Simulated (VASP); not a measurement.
# A slab model of a few sheets of C3N4, part 2 of 3

Aim: model a few sheets of C3N4 by a slab and find how far its highest filled level lies below the vacuum.

VASP 6.6.1, plane waves and PAW; the level of theory is named at each step.

So far. Step 2 (Surface relaxation): The run ended after 29 ionic steps, 0.040 eV below its first step, once the forces on the free atoms met EDIFFG = -0.03.

## (3) Vacuum level and density of states

Level of this step: r2SCAN; plane waves and PAW (N, C) (VASP).

A static run writes the electrostatic potential without exchange and correlation (LVHAR), which is flat in the vacuum and gives the level to count from. The dipole correction cancels the field that unlike faces would set up across the vacuum.

Contents of INCAR:

```
SYSTEM = C3N4
PREC = Normal
ENCUT = 400
EDIFF = 1E-06
NELM = 120
ISMEAR = 0
SIGMA = 0.05
LREAL = Auto
ALGO = Normal
METAGGA = R2SCAN
LASPH = .TRUE.
NBANDS = 64
LORBIT = 11
LWAVE = .FALSE.
LCHARG = .TRUE.
IDIPOL = 3
LDIPOL = .TRUE.
DIPOL = 0.5 0.5 0.5
LVHAR = .TRUE.
LVACPOTAV = .TRUE.
LELF = .TRUE.
NEDOS = 1500
```

Contents of POSCAR:

```
C3N4
1.0
    4.7844338280      0.0000000000      0.0000000000
   -2.3922169140      4.1434412380      0.0000000000
    0.0000000000      0.0000000000     18.5800174523
N C
8 6
Direct
    0.5038153429      0.4961846571      0.5891778497
    0.5038153429      0.0076306857      0.5891778497
    0.9923693143      0.4961846571      0.5891778497
    0.0000000000      0.0000000000      0.5890457358
    0.8371140734      0.1628859266      0.4112451602
    0.8371140734      0.6742281479      0.4112451602
    0.3257718521      0.1628859266      0.4112451602
    0.3333333330      0.6666666670      0.4109228804
    0.3538349123      0.1769174556      0.5891549210
    0.8230825444      0.1769174556      0.5891549210
    0.8230825444      0.6461650877      0.5891549210
    0.6865935062      0.8432967531      0.4112498407
    0.1567032469      0.8432967531      0.4112498407
    0.1567032469      0.3134064938      0.4112498407
```

Contents of KPOINTS:

```
Automatic mesh
0
Gamma
6 6 1
0 0 0
```

Contents of KPOINTS_OPT:

```
Line mode
14
Line-mode
Reciprocal
  0.00000000   0.00000000   0.00000000 GAMMA
  0.50000000   0.00000000   0.00000000 M

  0.50000000   0.00000000   0.00000000 M
  0.33333333   0.33333333   0.00000000 K

  0.33333333   0.33333333   0.00000000 K
  0.00000000   0.00000000   0.00000000 GAMMA
```

Potentials, in the order of the species: N and C (PBE family, release 64).

Command:

```bash
> mpirun -np 4 vasp_std
```

Log:

```text
[banner, memory and clock lines left out]
running    4 mpi-ranks, on    1 nodes
 distrk:  each k-point on    4 cores,    1 groups
 distr:  one band on    1 cores,    4 groups

 POSCAR found type information on POSCAR N C
 POSCAR found :  2 types and      14 ions
 [... a notice as in an earlier step ...]

 LDA part: xc-table for (None), standard interpolation
 POSCAR, INCAR and KPOINTS ok, starting setup
 FFT: planning ... GRIDC
 FFT: planning ... GRID_SOFT
 FFT: planning ... GRID
 WAVECAR not read
 entering main loop
       N       E                     dE             d eps       ncg     rms          rms(c)
DAV:   1     0.386516052225E+03    0.38652E+03   -0.24236E+04   944   0.676E+02
DAV:   2    -0.109939253681E+03   -0.49646E+03   -0.45898E+03  1208   0.213E+02
DAV:   3    -0.156768298503E+03   -0.46829E+02   -0.45985E+02  1168   0.666E+01
DAV:   4    -0.157541729776E+03   -0.77343E+00   -0.77021E+00  1192   0.101E+01
DAV:   5    -0.157558344934E+03   -0.16615E-01   -0.16600E-01  1208   0.125E+00    0.192E+01
DAV:   6    -0.128455538264E+03    0.29103E+02   -0.81677E+00  1128   0.128E+01    0.109E+01
DAV:   7    -0.127930790007E+03    0.52475E+00   -0.31170E+00  1064   0.587E+00    0.642E+00
DAV:   8    -0.127806007022E+03    0.12478E+00   -0.54321E-01  1144   0.257E+00    0.146E+00
DAV:   9    -0.127790054779E+03    0.15952E-01   -0.53169E-02  1120   0.109E+00    0.459E-01
DAV:  10    -0.127793772024E+03   -0.37172E-02   -0.13035E-02  1064   0.433E-01    0.186E-01
DAV:  11    -0.127795426627E+03   -0.16546E-02   -0.22071E-03  1080   0.183E-01    0.849E-02
DAV:  12    -0.127796784412E+03   -0.13578E-02   -0.75837E-04  1072   0.958E-02    0.452E-02
DAV:  13    -0.127798779042E+03   -0.19946E-02   -0.23649E-03  1016   0.127E-01    0.355E-02
DAV:  14    -0.127799468485E+03   -0.68944E-03   -0.28636E-04  1040   0.504E-02    0.189E-02
DAV:  15    -0.127800109295E+03   -0.64081E-03   -0.63510E-05  1048   0.308E-02    0.896E-03
DAV:  16    -0.127800599322E+03   -0.49003E-03   -0.51123E-05  1048   0.276E-02    0.665E-03
DAV:  17    -0.127800845598E+03   -0.24628E-03   -0.19159E-05  1016   0.192E-02    0.470E-03
DAV:  18    -0.127800965333E+03   -0.11973E-03   -0.76157E-06   928   0.133E-02    0.408E-03
DAV:  19    -0.127800991344E+03   -0.26011E-04   -0.21725E-06   984   0.766E-03    0.352E-03
DAV:  20    -0.127800999779E+03   -0.84348E-05   -0.94522E-07   936   0.496E-03    0.342E-03
DAV:  21    -0.127800985741E+03    0.14039E-04   -0.52755E-07   848   0.393E-03    0.340E-03
DAV:  22    -0.127800987120E+03   -0.13797E-05   -0.38670E-07   776   0.335E-03    0.339E-03
DAV:  23    -0.127800986041E+03    0.10790E-05   -0.14079E-07   784   0.203E-03    0.339E-03
DAV:  24    -0.127800985135E+03    0.90590E-06   -0.27204E-08   768   0.934E-04
|                                                                             |
|           W    W    AA    RRRRR   N    N  II  N    N   GGGG   !!!           |
|           W    W   A  A   R    R  NN   N  II  NN   N  G    G  !!!           |
|           W    W  A    A  R    R  N N  N  II  N N  N  G       !!!           |
|           W WW W  AAAAAA  RRRRR   N  N N  II  N  N N  G  GGG   !            |
|           WW  WW  A    A  R   R   N   NN  II  N   NN  G    G                |
|           W    W  A    A  R    R  N    N  II  N    N   GGGG   !!!           |
|                                                                             |
|     Did not find any points to average over, which means that no vacuum     |
|     field-free region was found. Please increase the size of  your cell     |
|     in the dimension of the dipole correction to obtain accurate            |
|     workfunction values.                                                    |
|                                                                             |

   1 F= -.12780099E+03 E0= -.12780099E+03  d E =-.113485E-10
 Start KPOINTS_OPT (optional k-point list driver)
k-point batch [1-7\42]
       N       E                     dE             ncg
DAV:   1    -0.176329526813E+04   -0.31899E+04      896
DAV:   2    -0.499780259001E+04   -0.32345E+04     1304
DAV:   3    -0.533953393910E+04   -0.34173E+03     1160
DAV:   4    -0.534421551626E+04   -0.46816E+01     1200
DAV:   5    -0.534429699616E+04   -0.81480E-01     1192
DAV:   6    -0.534430014465E+04   -0.31485E-02     1240
DAV:   7    -0.534430025787E+04   -0.11323E-03     1200
DAV:   8    -0.534430026336E+04   -0.54909E-05     1088
DAV:   9    -0.534430026366E+04   -0.30010E-06      928
[...]
k-point batch [36-42\42]
       N       E                     dE             ncg
DAV:   1    -0.178071318286E+04   -0.36651E+04      896
DAV:   2    -0.500290990599E+04   -0.32222E+04     1264
DAV:   3    -0.534528564039E+04   -0.34238E+03     1128
DAV:   4    -0.534995560392E+04   -0.46700E+01     1200
DAV:   5    -0.535003138790E+04   -0.75784E-01     1192
DAV:   6    -0.535003410600E+04   -0.27181E-02     1216
DAV:   7    -0.535003421220E+04   -0.10620E-03     1200
DAV:   8    -0.535003421712E+04   -0.49164E-05     1016
DAV:   9    -0.535003421739E+04   -0.27173E-06      872
```

Elapsed: 94 s, on 4 MPI ranks of Intel Xeon 6975P-C (Granite Rapids), shared host; peak memory 0.71 GiB.

From OUTCAR (step 3):

```text
The static configuration has the point symmetry C_3v.

 Found      7 irreducible k-points:

   k-points           NKPTS =      7   k-points in BZ     NKDIM =      7   number of bands    NBANDS=     64

   NELECT =      64.0000    total number of electrons

 dipolmoment           0.000000      0.000000      0.002827 electrons x Angstroem

 E-fermi :  -1.7351

 k-point     1 :       0.0000    0.0000    0.0000
  band No.  band energies     occupation
    ...
     28      -4.4938      2.00000
     29      -1.9748      2.00000
     30      -1.9743      2.00000
     31      -1.9519      2.00000
     32      -1.9514      2.00000
     33      -0.0435      0.00000
     34      -0.0435      0.00000
     35       0.2259      0.00000
     36       0.2259      0.00000
     37       2.3990      0.00000
    ...

 k-point     2 :       0.1667    0.0000    0.0000
  band No.  band energies     occupation
    ...
     28      -4.1993      2.00000
     29      -2.5348      2.00000
     30      -2.5155      2.00000
     31      -2.0875      2.00000
     32      -2.0658      2.00000
     33       0.1418      0.00000
     34       0.4253      0.00000
     35       0.4683      0.00000
     36       0.7501      0.00000
     37       2.6468      0.00000
    ...

  Total       -7.7250266     -7.7250266     -5.6426914      0.0000000     -0.0000000      0.0000000
  in kB      -33.6025870    -33.6025870    -24.5447733      0.0000000     -0.0000000      0.0000000
  external PRESSURE =     -30.5833157 kB  Pullay stress =       0.0000000 kB

 POSITION                                       TOTAL-FORCE (eV/Angst)
 -----------------------------------------------------------------------------------
      1.22349      2.05591     10.94693         0.004637     -0.002677      0.008524
      2.39222      0.03162     10.94693         0.000000      0.005354      0.008524
      3.56094      2.05591     10.94693        -0.004637     -0.002677      0.008524
      0.00000      0.00000     10.94448         0.000000      0.000000     -0.014239
      3.61546      0.67491      7.64094         0.003014     -0.001740     -0.001739
      2.39222      2.79362      7.64094         0.000000      0.003481     -0.001739
      1.16898      0.67491      7.64094        -0.003014     -0.001740     -0.001739
     -0.00000      2.76229      7.63495         0.000000      0.000000     -0.006080
      1.26967      0.73305     10.94651        -0.009301     -0.005370      0.001411
      3.51476      0.73305     10.94651         0.009301     -0.005370      0.001411
      2.39222      2.67735     10.94651         0.000000      0.010740      0.001411
      1.26761      3.49415      7.64103         0.001754      0.001012     -0.001424
     -1.26761      3.49415      7.64103        -0.001754      0.001012     -0.001424
      0.00000      1.29858      7.64103         0.000000     -0.002025     -0.001424
 -----------------------------------------------------------------------------------
    total drift:                                0.000040      0.000182     -0.003410

  FREE ENERGIE OF THE ION-ELECTRON SYSTEM (eV)
  ---------------------------------------------------
  free  energy   TOTEN  =      -127.8009851355 eV

  energy  without entropy=     -127.8009851355  energy(sigma->0) =     -127.80098514

 vacuum level on the upper side and lower side of the slab         2.895         2.869

[... 7 parts as in an earlier step ...]

[... 6 further parts left out ...]
```

This step gave:

| Item | Value |
| --- | --- |
| electronic cycles | 24 |
| Fermi energy | -1.735 eV |
| least gap on mesh and path | 1.908 eV |
| least direct gap on mesh and path | 1.908 eV |
| dipole moment | 0, 0, 0.002827 e·Å |
| vacuum levels | 2.895, 2.869 eV |
| ionisation potentials of the upper and lower face | 4.846, 4.820 eV |
| electron affinities of the upper and lower face | 2.939, 2.913 eV |

Electronic bands along the path, in eV, zero at the valence-band top; v1 is the highest filled band, c1 the lowest empty one:

```csv
point,v4,v3,v2,v1,c1,c2,c3,c4
Γ,-0.02,-0.02,0.00,0.00,1.91,1.91,2.18,2.18
0.54 of the way,-1.38,-1.36,-0.28,-0.26,2.34,2.62,3.10,3.36
M,-2.25,-2.05,-0.48,-0.47,2.72,2.96,4.25,4.40
0.46 of the way,-1.97,-1.80,-0.77,-0.75,2.55,2.68,4.65,4.73
K,-1.65,-1.63,-1.13,-1.12,2.42,2.47,5.12,5.14
0.46 of the way,-1.62,-1.60,-0.50,-0.48,2.36,2.49,3.59,3.75
Γ,-0.02,-0.02,0.00,0.00,1.91,1.91,2.18,2.18
```

Of the projections kept (N, C), the largest for each band there; the rest of the weight can lie on other orbitals:

```csv
point,v4,v3,v2,v1,c1,c2,c3,c4
Γ,N 0.92,N 0.92,N 0.92,N 0.92,C 0.52,C 0.52,C 0.53,C 0.53
M,N 0.99,N 0.99,N 0.91,N 0.91,C 0.52,N 0.50,C 0.56,C 0.58
K,N 0.97,N 0.97,N 0.89,N 0.89,C 0.63,C 0.63,N 0.50,N 0.50
Γ,N 0.92,N 0.92,N 0.92,N 0.92,C 0.52,C 0.52,C 0.53,C 0.53
```

The density of states has structure finer than the step of the table below, so its rows give means over 0.5 eV, whole bins alone (the curve runs from -12.0 to 9.85 eV). Peaks (eV: height): total -9.45: 16.6, -7.73: 15.5, 7.65: 22.8, 8.05: 22.3; N s -4.62: 1.81, -2.74: 1.45, 7.16: 1.05, 8.05: 1.24; N p -9.45: 7.36, -7.73: 6.22, -2.74: 6.05, -2.01: 6.68; C s -11.90: 1.56, -10.76: 1.06, 7.65: 0.994, 8.05: 1.40; C p -9.45: 5.71, -7.73: 4.51, 2.49: 4.33, 7.65: 3.94.

Means over bins of 0.082 eV. Density of states against energy, zero at the valence-band top; means over each step; values in states/eV/cell:

```csv
energy (eV),total,N s,N p,C s,C p
-11.5,0.405,0.0434,0.141,0.0825,0.0763
-11.0,2.97,0.158,1.18,0.313,0.795
-10.5,1.80,0.0719,0.741,0.149,0.530
-10.0,2.67,0.0240,1.21,0.0866,0.974
-9.5,4.09,0.0712,1.82,0.154,1.41
-9.0,2.58,0.0638,1.02,0.113,0.739
-8.5,2.82,0.0460,1.05,0.0511,0.747
-8.0,4.14,0.0145,1.52,0.0284,1.11
-7.5,7.38,0.0658,2.95,0.0634,2.12
-7.0,4.08,0.0535,1.82,0.0252,1.26
-6.5,2.96,0.207,1.04,0.0460,0.416
-6.0,3.94,0.201,1.37,0.0405,0.617
-5.5,2.84,0.231,1.02,0.0459,0.355
-5.0,0.961,0.0260,0.342,0.00497,0.179
-4.5,5.25,0.514,2.01,0.0986,0.571
-4.0,5.19,0.00754,1.77,0.00175,1.16
-3.5,3.32,0.134,1.26,0.0218,0.620
-3.0,1.82,0.213,0.881,0.0271,0.0946
-2.5,3.35,0.183,1.80,0.0248,0.111
-2.0,6.75,0.145,3.90,0.0166,0.168
-1.5,2.04,0.134,1.16,0.0141,0.0869
-1.0,1.80,0.141,1.01,0.0209,0.113
-0.5,5.96,0.442,3.53,0.0476,0.360
0.0,1.82,0.112,1.14,0.00507,0.109
0.5,0,0,0,0,0
1.0,0,0,0,0,0
1.5,9.0e-5,0,2.3e-5,0,3.0e-5
2.0,1.16,5.2e-4,0.297,0,0.323
2.5,7.40,0.00170,1.87,1.8e-4,2.33
3.0,1.03,1.1e-4,0.301,1.4e-5,0.314
3.5,2.20,6.7e-4,0.594,1.6e-5,0.695
4.0,0.643,6.1e-4,0.165,8.0e-6,0.214
4.5,3.96,0.0332,0.933,5.2e-4,1.05
5.0,2.05,0.0439,0.160,0.00134,0.153
5.5,2.34,0.0636,0.0321,0.00449,0.0210
6.0,3.17,0.138,0.0503,0.0236,0.0341
6.5,3.36,0.345,0.0914,0.254,0.198
7.0,7.08,0.624,0.368,0.539,0.540
7.5,12.2,0.482,2.28,0.517,1.99
8.0,10.7,0.595,1.34,0.685,1.52
8.5,5.07,0.129,0.161,0.108,0.191
9.0,6.31,0.348,0.442,0.269,0.684
9.5,9.30,0.396,0.972,0.492,1.10
```

Zero at the Fermi level. Table of planar average of the electrostatic potential by height:

height (Å), planar average of the electrostatic potential (eV) and a bar from the least value:
```
      0.0        4.6 ##############################
      0.5        4.6 ##############################
      1.0        4.6 ##############################
      1.5        4.6 ##############################
      2.0        4.6 ##############################
      2.5        4.6 ##############################
      3.0        4.6 ##############################
      3.5        4.6 ##############################
      4.0        4.6 ##############################
      4.5        4.6 ##############################
      5.0        4.6 ##############################
      5.5        4.6 ##############################
      6.0        4.4 ##############################
      6.5        3.5 #############################
      7.0       -2.1 ######################
      7.5      -19.2 #
      8.0      -13.8 #######
      8.5        1.6 ##########################
      9.0        4.1 #############################
      9.5        4.2 ##############################
     10.0        2.4 ###########################
     10.5       -9.9 ############
     11.0      -19.6 
     11.5       -4.9 ##################
     12.0        3.2 ############################
     12.5        4.4 ##############################
     13.0        4.6 ##############################
     13.5        4.6 ##############################
     14.0        4.6 ##############################
     14.5        4.6 ##############################
     15.0        4.6 ##############################
     15.5        4.6 ##############################
     16.0        4.6 ##############################
     16.5        4.6 ##############################
     17.0        4.6 ##############################
     17.5        4.6 ##############################
     18.0        4.6 ##############################
```

(Continued in part 3 of 3.)

[Lines on the potential files, build, host, timing and source positions are cut from VASP's logs without a mark.]

[Logs are printed without paths, hosts, clocks, repeated set-up lines and the standing remarks that a program may print on its own settings, such as how far it seeks lower states.]

[Hosts, paths, dates, database ids (printed as entryN), source tags and the programs' standing remarks are cut or masked in the printed files.]

[In band tables of VASP the shares of atoms and orbitals are scaled to a sum of 1 inside the atoms' spheres.]

[Runs that stopped without an error message from VASP are left out.]
